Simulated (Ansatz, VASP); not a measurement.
**Rb3Al in VASP and in Ansatz**

```
Rb Al
1.0
     0.00000    4.42030    4.42030
     4.42030    0.00000    4.42030
     4.42030    4.42030    0.00000
Rb Al
3 1
Direct
  0.25000 0.25000 0.25000
  0.75000 0.75000 0.75000
  0.50000 0.50000 0.50000
  0.00000 0.00000 0.00000
```

Alike in both runs: task single point; functional PBE; k mesh 8 × 8 × 8; occupations gaussian, width 0.1 eV; no spin polarisation.

```csv
,VASP,Ansatz
version,VASP 6.6.1,Ansatz 0.2.0
potentials or method,"VASP PAW PBE potentials, release 64 (Rb_sv, Al)","scalar-relativistic, plane waves, PAW"
plane-wave cutoff (eV),520,420
valence electrons in the cell,30,30
```

```tsv
	VASP	Ansatz	Ansatz less VASP
gap on the k mesh at the Fermi level (eV)	none	none	-
pressure (GPa)	2.0	2.0	-0.01
```

A gap of «none» marks a metal or a gap that the smearing closes.
